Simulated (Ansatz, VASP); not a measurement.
## In6TeO12 (In6TeO12 (R-3)) in two plane-wave programs

One calculation is typed for both programs; each brings its own data sets. How far apart do they land? The cell is taken from a series of runs on this material, whose earlier steps may have relaxed, scaled, displaced or heated it; both programs get it as it stands.

Program: Ansatz 0.2.0. Level of theory: plane waves, with VASP 6.6.1 beside it; relaxation of cell and atoms at r2SCAN. Results are calculated unless marked as measured.

## (1) The starting structure

It takes space group R-3 (No. 148, trigonal). Conventional cell: a = 9.484 Å, b = 9.484 Å, c = 9.035 Å, α = 90.00°, β = 90.00°, γ = 120.00°. Nearest to In lie 7 O at 2.08 to 2.69 Å. Nearest to Te lie 6 O at 1.93 Å. O has 1 Te at 1.93 Å and 3 In at 2.25 to 2.69 Å nearest. Nearest to O lie 4 In at 2.08 to 2.26 Å. Farther neighbours and most contacts between anions are not listed.

## (2) Ansatz: relaxation of cell and atoms, r2SCAN

Ansatz runs on its default PAW (the set named soft_2) files.

The relaxed volume is the usual yardstick between codes: in a stiff, nearly cubic crystal its relative difference is about their pressure difference at one cell divided by the bulk modulus.

input.yaml

```yaml
crystal:
  lattice:
    - [4.7418687, 2.7377192, 3.0115541]
    - [-4.7418687, 2.7377192, 3.0115541]
    - [0.0, -5.4754384, 3.0115541]
  atoms:
    - { symbol: In, position: [0.39371142, 0.68154021, 0.85954749] }
    - { symbol: In, position: [0.60628858, 0.31845979, 0.14045251] }
    - { symbol: In, position: [0.31845979, 0.14045251, 0.60628858] }
    - { symbol: In, position: [0.68154021, 0.85954749, 0.39371142] }
    - { symbol: In, position: [0.85954749, 0.39371142, 0.68154021] }
    - { symbol: In, position: [0.14045251, 0.60628858, 0.31845979] }
    - { symbol: Te, position: [1.0, 0.0, 0.0] }
    - { symbol: O, position: [0.08648538, 0.96002254, 0.29962142] }
    - { symbol: O, position: [0.70037858, 0.91351462, 0.03997746] }
    - { symbol: O, position: [0.96002254, 0.29962142, 0.08648538] }
    - { symbol: O, position: [0.5811381, 0.40488938, 0.82449455] }
    - { symbol: O, position: [0.17550545, 0.4188619, 0.59511062] }
    - { symbol: O, position: [0.40488938, 0.82449455, 0.5811381] }
    - { symbol: O, position: [0.82449455, 0.5811381, 0.40488938] }
    - { symbol: O, position: [0.29962142, 0.08648538, 0.96002254] }
    - { symbol: O, position: [0.03997746, 0.70037858, 0.91351462] }
    - { symbol: O, position: [0.59511062, 0.17550545, 0.4188619] }
    - { symbol: O, position: [0.91351462, 0.03997746, 0.70037858] }
    - { symbol: O, position: [0.4188619, 0.59511062, 0.17550545] }
basis:
  ecutwfc: 500
  xc_grid: 2
hamiltonian:
  xc: r2scan
kpoints:
  mp_grid: { grid: [5, 5, 5] }
scf:
  occupations: { method: fermi_dirac, width: 0.01 }
  max_iter: 150
output:
  forces: true
  stress: true
relax:
  f_tol: 0.01
  max_steps: 60
  cell: {}
checkpoint:
  write: "../r2scan.run"
  compress: false
  write_wavefunctions: false
  write_every: 100000
```

Started as:

```sh
ansatz run input.yaml --threads 4 --pin off --max-ram 5652MiB --backend cpu --events-out ev --progress --plain --runs-dir out
```

Numbers of over 12 decimals in the logs are rounded to 6 here.

Output:

```text
Engine: ansatz 0.2.0, x86_64-unknown-linux-gnu
Pseudopotentials: kind: paw
Pseudopotential: In, paw, valence charge 13, recommended cutoff 500 eV (meta_gga), In.paw.azcp
Pseudopotential: Te, paw, valence charge 16, recommended cutoff 500 eV (meta_gga), Te.paw.azcp
Pseudopotential: O, paw, valence charge 6, recommended cutoff 500 eV (meta_gga), O.paw.azcp
Functional definition: r2SCAN
  parameter k0 = 0.174
  parameter k1 = 0.065
  parameter a1 = 4.9479
  exchange = r2scan_x(k0 = k0, k1 = k1, a1 = a1)
  correlation = r2scan_c
Crystal: 19 atoms, lattice volume = 234.574 Å³
Basis set: ecut = 500 eV, 5969 PW (Γ), exchange–correlation on 96×96×96 points (8 copies of the dense FFT grid, shifted against one another)
Bands: 102, of which v1, the nominal top of the filled ones, is band 83 counted from 1 (82 counted from 0)
Symmetry: 6 space group operations
Space group: R-3 (ITA 148), of the structure as read, at distance tolerance 6.2e-5 Å
k-points: 23 of 125
Non-local potential: In, projectors of the file, l = 0: 2, l = 1: 2, l = 2: 2, l = 3: 2
Non-local potential: Te, projectors of the file, l = 0: 2, l = 1: 2, l = 2: 2, l = 3: 2
Non-local potential: O, projectors of the file, l = 0: 2, l = 1: 2, l = 2: 1
PAW form: soft (Blöchl's): semilocal exchange-correlation on the pseudo side does not see the compensation charge
PAW frozen core: In, regenerated for the run's functional (the file was generated under x = pbe(κ = 0.804, μ = 0.219515), c = pbe(β = 0.066725))
PAW frozen core: Te, regenerated for the run's functional (the file was generated under x = pbe(κ = 0.804, μ = 0.219515), c = pbe(β = 0.066725))
PAW frozen core: O, regenerated for the run's functional (the file was generated under x = pbe(κ = 0.804, μ = 0.219515), c = pbe(β = 0.066725))
PAW one-centre angular grid: In, 590 points (default); XC on 289 of its mesh's 2783 points in the sphere
PAW one-centre angular grid: Te, 590 points (default); XC on 160 Gauss nodes
PAW one-centre angular grid: O, 302 points (default); XC on 160 Gauss nodes
Initial density: superposition of atomic densities (neutral atoms: chi_scale 0, normalization atom), corrected by the library's trained network
Initial wavefunctions: pseudopotential atomic-orbital guess
Functional: x = r2scan, c = r2scan; τ floored in thin density (d = 2e-4 eV/Å³)
SCF iter   1: F=—  HF=-47489.870817 eV  |F-HF|=—  |Δ(HF+E_count)|=         —  Δρ=1.15e-2  dr2=2.34e-1  dr2_τ=7.61e-1  ethr=1.77e-3  ⟨swp⟩=6.0  Hψ=9936  notcnv=0  defer=36
preconditioner: auto → Resta (q_TF=auto, 2.576 Å⁻¹)  ε∞=4.1  [insulator: Δε(μ)=1.967 eV  Ē_g=17.122 eV  σ=0.010 eV  W_gap=1.00  n_scr=74 (ndim 8)  ℏωp=30.3 eV  f_vac=0.038  D(μ)=0.00/eV (n_scr^D=0)  ε∞_Penn≈4.1]
SCF iter   2: F=—  HF=-47490.195630 eV  |F-HF|=—  |Δ(HF+E_count)|=   3.25e-1  Δρ=6.39e-3  dr2=5.51e-2  dr2_τ=4.02e-3  ethr=1.41e-4  ⟨swp⟩=3.0  Hψ=4774  notcnv=0  defer=271
SCF iter   3: F=—  HF=-47490.192122 eV  |F-HF|=—  |Δ(HF+E_count)|=   3.51e-3  Δρ=1.14e-3  dr2=2.08e-3  dr2_τ=3.65e-4  ethr=3.32e-5  ⟨swp⟩=2.4  Hψ=3219  notcnv=0  defer=133
automatic band count: iteration 3 solves 96 bands in place of 102: the levels show a gap, and the empty bands left out lie too high to hold charge; the band table lists the bands solved (type scf.n_extra_bands for more)
SCF iter   4: F=—  HF=-47490.192434 eV  |F-HF|=—  |Δ(HF+E_count)|=   3.12e-4  Δρ=4.86e-4  dr2=4.24e-4  dr2_τ=7.45e-5  ethr=1.25e-6  ⟨swp⟩=2.0  Hψ=3928  notcnv=0  defer=133
SCF iter   5: F=—  HF=-47490.192390 eV  |F-HF|=—  |Δ(HF+E_count)|=   4.40e-5  Δρ=1.36e-4  dr2=3.28e-5  dr2_τ=4.19e-6  ethr=2.56e-7  ⟨swp⟩=2.0  Hψ=3840  notcnv=0  defer=133
SCF iter   6: F=—  HF=-47490.192304 eV  |F-HF|=—  |Δ(HF+E_count)|=   8.63e-5  Δρ=2.79e-5  dr2=1.54e-6  dr2_τ=1.45e-7  ethr=1.98e-8  ⟨swp⟩=2.0  Hψ=3861  notcnv=0  defer=133
SCF iter   7: F=—  HF=-47490.192304 eV  |F-HF|=—  |Δ(HF+E_count)|=   6.72e-7  Δρ=7.02e-6  dr2=1.43e-7  dr2_τ=6.02e-9  ethr=9.29e-10  ⟨swp⟩=2.0  Hψ=3422  notcnv=0  defer=133
SCF iter   8: F=-47490.192304 eV  HF=-47490.192304 eV  |F-HF|=2.01e-8  |Δ(HF+E_count)|=   2.46e-8  Δρ=3.57e-6  dr2=2.76e-8  dr2_τ=2.46e-9  ethr=6.02e-11  ⟨swp⟩=5.0  Hψ=8189  notcnv=0
SCF 1 converged in 8 iterations: F = -47490.192304 eV  dr2 = 2.76e-8
  greatest PAW one-centre occupation: 0.998 electrons in one spin orbital (limit 2), on the Te atom at site 6 (counted from 0), in its partial waves of l = 2
relax step   1: F+E_penalty+E_count = -47490.19230437 eV  Δ(F+E_penalty+E_count) = +0.000e0 eV  max|allowed force component| = 8.868e-2 eV/Å  Δτ_max = 0.0000 Å  P = -0.530 GPa  Ω = 234.574 Å³  (8 SCF iters, dr2 threshold 1.00e-7 eV, accepted)
[...]
relax step   3: F+E_penalty+E_count = -47490.19628392 eV  Δ(F+E_penalty+E_count) = -4.119e-4 eV  max|allowed force component| = 1.176e-2 eV/Å  Δτ_max = 0.0036 Å  P = +0.049 GPa  Ω = 233.763 Å³  energy of the carried Pulay correction = +4.661e-4 eV  (6 SCF iters, dr2 threshold 8.71e-8 eV, accepted)
[...]
relax step   4: F+E_penalty+E_count = -47490.19659623 eV  Δ(F+E_penalty+E_count) = -3.123e-4 eV  max|allowed force component| = 6.503e-3 eV/Å  Δτ_max = 0.0079 Å  P = +0.014 GPa  Ω = 233.864 Å³  energy of the carried Pulay correction = +4.084e-4 eV  (7 SCF iters, dr2 threshold 9.00e-9 eV, accepted)
[...]
relax step   5: F+E_penalty+E_count = -47490.19616894 eV  Δ(F+E_penalty+E_count) = +4.273e-4 eV  max|allowed force component| = 6.491e-3 eV/Å  Δτ_max = 0.0000 Å  P = +0.015 GPa  Ω = 233.864 Å³  stress off target by 2.75e-2 GPa  SCF on the basis re-selected at this cell (its energy is not comparable with the rows above)  (4 SCF iters)
basis re-selected at this cell: Δ(F+E_penalty+E_count) = +4.273e-4 eV, ΔP = +0.001 GPa vs the last step (what re-selecting the basis moved, of the pressure what is left beyond the Pulay correction that the steps carried, after the strain that the cell walked since its last selection, with what the two solves' SCF thresholds leave and, on support functions, any second-order correction that the steps lacked; it is no m [...]
SCF converged after 4 iterations
Free energy (F): -47490.196169 eV
Harris-Foulkes:  -47490.196169 eV  (|F-HF|=7.28e-12)
Internal energy: -47490.196169 eV  (E = F + TS)
E sigma→0 (E₀):  -47490.196169 eV
Fermi energy:    9.706373 eV
--- Per-component energies (eV) ---
  E_band       = -283.364602
  E_kinetic    = 3778.847599
  E_local      = -10861.870061  (includes V_loc(G=0)·N_el)
  E_nonlocal   = 2497.114090
  E_hartree    = 4481.449468
  E_xc         = -2190.041406
  E_vxc        = -2002.612302  (∫ρ·V_xc dr)
  E_paw        = -31763.878015  (= ΣΔE_a)
  E_vpaw       = -2786.797868  (= ΣTr[D̂ρ^β])
  E_aug_tail   = 0.012268  (compensation charges beyond the density's cutoff)
  E_vtau       = 129.042680  (kinetic-family band-sum trace: ∫τ·v_τ [+ j·A + Jᵃ·Aᵃ] dr)
  E_ewald      = -13437.524951
  E_core_change = 5.694840  (= ΣΔE_core)
  E_smearing   = -0.000000  (= −TS)
  E_closure    = 0.000000  (closes the sum)
  Σ components = -47490.196169   (vs F -47490.196169, Δ=0.00e0)
--- Forces (eV/Å), atoms counted from 1 ---
  atom   1  In     0.00180044     0.00645555     0.00340061
  atom   2  In    -0.00180044    -0.00645555    -0.00340061
  atom   3  In    -0.00469045     0.00478700    -0.00340061
  atom   4  In     0.00469045    -0.00478700     0.00340061
  atom   5  In    -0.00649089    -0.00166855     0.00340061
  atom   6  In     0.00649089     0.00166855    -0.00340061
  atom   7  Te     0.00000000     0.00000000     0.00000000
  atom   8  O      0.00226427    -0.00010971    -0.00409338
  atom   9  O      0.00103713    -0.00201577     0.00409338
  atom  10  O     -0.00122715    -0.00190606    -0.00409338
  atom  11  O      0.00321459     0.00053986    -0.00260183
  atom  12  O      0.00207483    -0.00251399     0.00260183
  atom  13  O     -0.00113976    -0.00305385    -0.00260183
  atom  14  O     -0.00207483     0.00251399    -0.00260183
  atom  15  O     -0.00103713     0.00201577    -0.00409338
  atom  16  O      0.00122715     0.00190606     0.00409338
  atom  17  O      0.00113976     0.00305385     0.00260183
  atom  18  O     -0.00226427     0.00010971     0.00409338
  atom  19  O     -0.00321459    -0.00053986     0.00260183
  max |Σ_I F_I| component: 2.49e-18 eV/Å
--- Stress (GPa, compression-positive) ---
        0.027521      -0.000001       0.000000
        0.000001       0.027521      -0.000000
       -0.000000       0.000000      -0.008885
  P = ⅓ Tr σ = 0.0154 GPa (0.154 kbar)
--- Relaxed structure (4 steps of the walk, 4 accepted, 1 SCFs on fresh bases) ---
  F+E_penalty+E_count = -47490.19616894 eV   max|allowed force component| = 6.491e-3 eV/Å   (the final SCF, on the basis selected at the relaxed cell)
  cell:  # Å, volume = 233.8636 Å³
    - [4.739273, 2.736220, 3.005721]
    - [-4.739273, 2.736220, 3.005721]
    - [0, -5.472441, 3.005721]
  atoms:
    - { symbol: In, position: [0.393778, 0.680704, 0.859382] }
    - { symbol: In, position: [0.606222, 0.319296, 0.140618] }
    - { symbol: In, position: [0.319296, 0.140618, 0.606222] }
    - { symbol: In, position: [0.680704, 0.859382, 0.393778] }
    - { symbol: In, position: [0.859382, 0.393778, 0.680704] }
    - { symbol: In, position: [0.140618, 0.606222, 0.319296] }
    - { symbol: Te, position: [1.0, 5.551115123125783e-17, 0.0] }
    - { symbol: O, position: [0.088504, 0.959259, 0.299787] }
    - { symbol: O, position: [0.700213, 0.911496, 0.040741] }
    - { symbol: O, position: [0.959259, 0.299787, 0.088504] }
    - { symbol: O, position: [0.581619, 0.405217, 0.824434] }
    - { symbol: O, position: [0.175566, 0.418381, 0.594783] }
    - { symbol: O, position: [0.405217, 0.824434, 0.581619] }
    - { symbol: O, position: [0.824434, 0.581619, 0.405217] }
    - { symbol: O, position: [0.299787, 0.088504, 0.959259] }
    - { symbol: O, position: [0.040741, 0.700213, 0.911496] }
    - { symbol: O, position: [0.594783, 0.175566, 0.418381] }
    - { symbol: O, position: [0.911496, 0.040741, 0.700213] }
    - { symbol: O, position: [0.418381, 0.594783, 0.175566] }
```

The column dr2 measures how far the density is from self-consistency, as an energy; F and HF (Harris–Foulkes) agree once it is small.

[end of part 1 of 2]

[Lines on the potential files, build, host, timing and source positions are cut from VASP's logs without a mark.]

[Logs are printed without paths, hosts, clocks, repeated set-up lines and the standing remarks that a program may print on its own settings, such as how far it seeks lower states.]

[Hosts, paths, dates, database ids (printed as entryN), source tags and the programs' standing remarks are cut or masked in the printed files.]
